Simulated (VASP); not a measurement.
Method: r2SCAN meta-GGA, VASP's PBE PAW potentials (set 64) (plane waves; VASP).

Gaps are without spin-orbit coupling.

```
Property                                               Value
---------------------------------------------  -------------
volume per atom                                14.41 Å³/atom
band gap (over mesh and band path)                   2.84 eV
smallest direct gap (over mesh and band path)        2.88 eV
```

Problem. Which relaxed crystal gives these values?
A) MgS, Fm-3m (225)
B) ZrPbO3, Pm-3m (221)
C) CdTe, F-43m (216)
D) CsPbCl3, R32 (155)

Solution. B, ZrPbO3, Pm-3m (221)
